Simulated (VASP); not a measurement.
Computed with PBE GGA, VASP's PBE PAW potentials (set 64) (plane waves; VASP).

The input files of a VASP run:

### INCAR
```
SYSTEM = Se
PREC = Accurate
ENCUT = 480
EDIFF = 1E-6
NELM = 100
ALGO = Normal
LREAL = .FALSE.
LASPH = .TRUE.
ISMEAR = 0
SIGMA = 0.05
GGA = PE
LMAXMIX = 4
LWAVE = .FALSE.
LCHARG = .FALSE.
IBRION = 2
ISIF = 3
NSW = 60
EDIFFG = -0.01
```

### KPOINTS
```
K-points
0
gamma
 6 6 5
0 0 0
```

### POSCAR
```
Se
1
    2.1850000000    -3.7845310000     0.0000000000
    2.1850000000     3.7845310000     0.0000000000
    0.0000000000     0.0000000000     4.9500000000
Se
3
Direct
  0.0000000000   0.2250000000   0.6666670000
  0.7750000000   0.7750000000   0.0000000000
  0.2250000000   0.0000000000   0.3333330000
```

POTCAR, in this order: Se (PBE.64 set). Program: vasp_std.

The run wrote:

**OSZICAR**
```
...
   4 F= -.10504874E+02 E0= -.10504874E+02  d E =-.369899E-01
       N       E                     dE             d eps       ncg     rms          rms(c)
DAV:   1    -0.105065813784E+02   -0.17077E-02   -0.46966E-02   702   0.137E+00    0.118E-01
DAV:   2    -0.105062797740E+02    0.30160E-03   -0.17648E-03   852   0.288E-01    0.650E-02
DAV:   3    -0.105061126835E+02    0.16709E-03   -0.40572E-04   752   0.115E-01    0.183E-02
DAV:   4    -0.105061122211E+02    0.46240E-06   -0.10204E-05   872   0.216E-02    0.131E-02
DAV:   5    -0.105061134821E+02   -0.12610E-05   -0.11756E-06   521   0.875E-03    0.798E-04
DAV:   6    -0.105061135556E+02   -0.73425E-07   -0.93531E-08   356   0.241E-03
   5 F= -.10506114E+02 E0= -.10506114E+02  d E =-.123981E-02
       N       E                     dE             d eps       ncg     rms          rms(c)
DAV:   1    -0.105113132381E+02   -0.51998E-02   -0.37395E-01   702   0.386E+00    0.331E-01
DAV:   2    -0.105089118126E+02    0.24014E-02   -0.14103E-02   852   0.815E-01    0.184E-01
DAV:   3    -0.105075759957E+02    0.13358E-02   -0.32561E-03   757   0.327E-01    0.516E-02
DAV:   4    -0.105075712790E+02    0.47167E-05   -0.83762E-05   872   0.616E-02    0.368E-02
DAV:   5    -0.105075790563E+02   -0.77773E-05   -0.10143E-05   742   0.248E-02    0.280E-03
DAV:   6    -0.105075793514E+02   -0.29503E-06   -0.26516E-07   431   0.408E-03
   6 F= -.10507579E+02 E0= -.10507579E+02  d E =-.270561E-02
       N       E                     dE             d eps       ncg     rms          rms(c)
DAV:   1    -0.105093336759E+02   -0.17546E-02   -0.55260E-02   702   0.138E+00    0.158E-01
DAV:   2    -0.105083761041E+02    0.95757E-03   -0.20782E-03   762   0.300E-01    0.868E-02
DAV:   3    -0.105080381892E+02    0.33791E-03   -0.10860E-03   737   0.183E-01    0.241E-02
DAV:   4    -0.105080381680E+02    0.21221E-07   -0.25775E-05   867   0.357E-02    0.159E-02
DAV:   5    -0.105080392442E+02   -0.10762E-05   -0.56794E-06   747   0.161E-02    0.470E-03
DAV:   6    -0.105080395547E+02   -0.31055E-06   -0.66738E-07   366   0.543E-03
   7 F= -.10508040E+02 E0= -.10508040E+02  d E =-.460203E-03
       N       E                     dE             d eps       ncg     rms          rms(c)
DAV:   1    -0.105204745653E+02   -0.12435E-01   -0.49328E-01   707   0.411E+00    0.469E-01
DAV:   2    -0.105119174380E+02    0.85571E-02   -0.18520E-02   772   0.895E-01    0.259E-01
DAV:   3    -0.105088918571E+02    0.30256E-02   -0.96522E-03   742   0.544E-01    0.723E-02
DAV:   4    -0.105088924695E+02   -0.61237E-06   -0.22914E-04   877   0.106E-01    0.468E-02
DAV:   5    -0.105089022314E+02   -0.97620E-05   -0.50514E-05   757   0.482E-02    0.139E-02
DAV:   6    -0.105089039251E+02   -0.16937E-05   -0.65676E-06   787   0.163E-02    0.323E-03
DAV:   7    -0.105089041357E+02   -0.21062E-06   -0.40306E-07   396   0.464E-03
   8 F= -.10508904E+02 E0= -.10508904E+02  d E =-.132478E-02
       N       E                     dE             d eps       ncg     rms          rms(c)
DAV:   1    -0.105541872762E+02   -0.45283E-01   -0.19407E+00   702   0.810E+00    0.925E-01
DAV:   2    -0.105205468728E+02    0.33640E-01   -0.72768E-02   772   0.177E+00    0.512E-01
DAV:   3    -0.105085646790E+02    0.11982E-01   -0.37677E-02   727   0.107E+00    0.144E-01
DAV:   4    -0.105085592855E+02    0.53935E-05   -0.90251E-04   892   0.208E-01    0.912E-02
DAV:   5    -0.105086003625E+02   -0.41077E-04   -0.19717E-04   737   0.954E-02    0.271E-02
DAV:   6    -0.105086060866E+02   -0.57241E-05   -0.25904E-05   817   0.323E-02    0.625E-03
DAV:   7    -0.105086067892E+02   -0.70259E-06   -0.15547E-06   586   0.915E-03
   9 F= -.10508607E+02 E0= -.10508607E+02  d E =-.102744E-02
       N       E                     dE             d eps       ncg     rms          rms(c)
DAV:   1    -0.105255711262E+02   -0.16965E-01   -0.69983E-01   702   0.492E+00    0.564E-01
DAV:   2    -0.105132657526E+02    0.12305E-01   -0.26598E-02   772   0.107E+00    0.305E-01
DAV:   3    -0.105090804734E+02    0.41853E-02   -0.13992E-02   727   0.656E-01    0.860E-02
DAV:   4    -0.105090901022E+02   -0.96287E-05   -0.33706E-04   882   0.130E-01    0.596E-02
DAV:   5    -0.105091026063E+02   -0.12504E-04   -0.76070E-05   747   0.587E-02    0.175E-02
DAV:   6    -0.105091036673E+02   -0.10609E-05   -0.93009E-06   797   0.194E-02    0.407E-03
DAV:   7    -0.105091035673E+02    0.99977E-07   -0.66964E-07   446   0.591E-03
  10 F= -.10509104E+02 E0= -.10509104E+02  d E =-.152422E-02
       N       E                     dE             d eps       ncg     rms          rms(c)
DAV:   1    -0.105092795485E+02   -0.17588E-03   -0.42877E-03   702   0.384E-01    0.428E-02
DAV:   2    -0.105092483530E+02    0.31196E-04   -0.16947E-04   787   0.885E-02    0.187E-02
DAV:   3    -0.105092346580E+02    0.13695E-04   -0.30954E-05   762   0.318E-02    0.798E-03
DAV:   4    -0.105092338170E+02    0.84104E-06   -0.45556E-06   772   0.130E-02
  11 F= -.10509234E+02 E0= -.10509234E+02  d E =-.130250E-03
       N       E                     dE             d eps       ncg     rms          rms(c)
DAV:   1    -0.105099834333E+02   -0.74878E-03   -0.38238E-02   702   0.115E+00    0.129E-01
DAV:   2    -0.105097067438E+02    0.27669E-03   -0.15064E-03   787   0.264E-01    0.551E-02
DAV:   3    -0.105095848387E+02    0.12191E-03   -0.27042E-04   762   0.939E-02    0.239E-02
DAV:   4    -0.105095772113E+02    0.76274E-05   -0.41649E-05   832   0.392E-02    0.103E-02
DAV:   5    -0.105095781132E+02   -0.90182E-06   -0.13797E-06   531   0.928E-03
  12 F= -.10509578E+02 E0= -.10509578E+02  d E =-.474546E-03
       N       E                     dE             d eps       ncg     rms          rms(c)
DAV:   1    -0.105116743638E+02   -0.20972E-02   -0.15286E-01   702   0.229E+00    0.259E-01
DAV:   2    -0.105105652200E+02    0.11091E-02   -0.60210E-03   787   0.528E-01    0.110E-01
DAV:   3    -0.105100772469E+02    0.48797E-03   -0.10712E-03   762   0.187E-01    0.483E-02
DAV:   4    -0.105100450882E+02    0.32159E-04   -0.16946E-04   832   0.790E-02    0.203E-02
DAV:   5    -0.105100482340E+02   -0.31458E-05   -0.60228E-06   792   0.186E-02    0.661E-03
DAV:   6    -0.105100490682E+02   -0.83416E-06   -0.86553E-07   526   0.675E-03
  13 F= -.10510049E+02 E0= -.10510049E+02  d E =-.945501E-03
       N       E                     dE             d eps       ncg     rms          rms(c)
DAV:   1    -0.105165623963E+02   -0.65142E-02   -0.61023E-01   702   0.457E+00    0.526E-01
DAV:   2    -0.105121447181E+02    0.44177E-02   -0.24048E-02   787   0.106E+00    0.222E-01
DAV:   3    -0.105101949146E+02    0.19498E-02   -0.41927E-03   767   0.369E-01    0.991E-02
DAV:   4    -0.105100535315E+02    0.14138E-03   -0.70713E-04   832   0.160E-01    0.403E-02
DAV:   5    -0.105100653109E+02   -0.11779E-04   -0.24787E-05   807   0.375E-02    0.132E-02
DAV:   6    -0.105100681556E+02   -0.28448E-05   -0.37902E-06   842   0.135E-02    0.316E-03
DAV:   7    -0.105100686249E+02   -0.46930E-06   -0.40451E-07   496   0.455E-03
  14 F= -.10510069E+02 E0= -.10510069E+02  d E =-.965058E-03
       N       E                     dE             d eps       ncg     rms          rms(c)
DAV:   1    -0.105119050119E+02   -0.18369E-02   -0.15579E-01   702   0.231E+00    0.259E-01
DAV:   2    -0.105107419382E+02    0.11631E-02   -0.61442E-03   787   0.533E-01    0.109E-01
DAV:   3    -0.105102436171E+02    0.49832E-03   -0.11448E-03   767   0.193E-01    0.468E-02
DAV:   4    -0.105102157724E+02    0.27845E-04   -0.15992E-04   842   0.776E-02    0.208E-02
DAV:   5    -0.105102178149E+02   -0.20426E-05   -0.58000E-06   792   0.182E-02    0.698E-03
DAV:   6    -0.105102181352E+02   -0.32030E-06   -0.87969E-07   511   0.679E-03
  15 F= -.10510218E+02 E0= -.10510218E+02  d E =-.111457E-02
```

**OUTCAR**
```
------------------------ aborting loop because EDIFF is reached ----------------------------------------
  FORCE on cell =-STRESS in cart. coord.  units (eV):
  Direction    XX          YY          ZZ          XY          YZ          ZX
  --------------------------------------------------------------------------------------
  Total        0.0008773      0.0008773     -0.0025310      0.0000000      0.0000000      0.0000000
  in kB        0.0157362      0.0157362     -0.0453981      0.0000000      0.0000000      0.0000000
  external PRESSURE =      -0.0046419 kB  Pullay stress =       0.0000000 kB
  volume of cell :       89.32
      direct lattice vectors                 reciprocal lattice vectors
     2.260350706 -3.915042249  0.000000000     0.221204612 -0.127712543  0.000000000
     2.260350706  3.915042249 -0.000000000     0.221204612  0.127712543 -0.000000000
     0.000000000  0.000000000  5.046830003     0.000000000  0.000000000  0.198144181
 POSITION                                       TOTAL-FORCE (eV/Angst)
 -----------------------------------------------------------------------------------
      0.49538      0.85802      3.36456         0.000059      0.000103     -0.000000
      3.52995      0.00000      0.00000        -0.000119     -0.000000     -0.000000
      0.49538     -0.85802      1.68227         0.000059     -0.000103      0.000000
 -----------------------------------------------------------------------------------
    total drift:                               -0.000192     -0.000449      0.000007
  FREE ENERGIE OF THE ION-ELECTRON SYSTEM (eV)
  ---------------------------------------------------
  free  energy   TOTEN  =       -10.5102181352 eV

  energy  without entropy=      -10.5102181352  energy(sigma->0) =      -10.51021814

 reached required accuracy - stopping structural energy minimisation
```
(Selected blocks of OUTCAR.)

File CONTCAR:
```
Se
   1.00000000000000
     2.2603507058393983   -3.9150422493704089    0.0000000000000000
     2.2603507058393983    3.9150422493704089   -0.0000000000000000
     0.0000000000000000    0.0000000000000000    5.0468300025932127
  Se
     3
Direct
     0.0000000000002824    0.2191589449976283    0.6666669999999968
     0.7808410550020891    0.7808410550020891    0.0000000000000000
     0.2191589449976283    0.0000000000002824    0.3333330000000032
```

Energy and stress use the plane-wave basis of the starting cell. Without a dispersion term in the relaxation, distances and binding between the weakly bound layers, chains or molecules are unreliable, and so is what depends on them.

The compound is Se in the trig structure. This run relaxes it. Symmetry was kept, so distortions that lower it aren't found.
